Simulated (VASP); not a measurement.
Energy against volume of Ni (fcc). Computed with revPBE GGA, VASP's PBE PAW potentials (set 64) (plane waves; VASP).

```csv
V (Å³/atom),E (eV/atom)
10.439,-5.03697
10.772,-5.05704
11.105,-5.06338
11.438,-5.05821
11.771,-5.04342
```

### Question
Fit a third-order Birch-Murnaghan equation of state.

### Answer

```json
{
 "volume_per_atom": "11.11 Å³/atom",
 "bulk_modulus": "183 GPa",
 "pressure_derivative_of_the_bulk_modulus": "4.91",
 "lattice_constant_a": "3.542 Å"
}
```

Measured: bulk modulus 192 GPa at 0 K (computed value off by -4.8 %), as given by Daniel Mejia-Rodriguez et al., Physical Review B (2018), arXiv:1807.09216 [0 K value with the zero-point phonon effect removed]; a 3.508 Å at 0 K (computed value off by +1.0 %), as given by Daniel Mejia-Rodriguez et al., Physical Review B (2018), arXiv:1807.09216 [static lattice: zero-point anharmonic expansion removed].

The compound is Ni in the fcc structure. It was relaxed first.
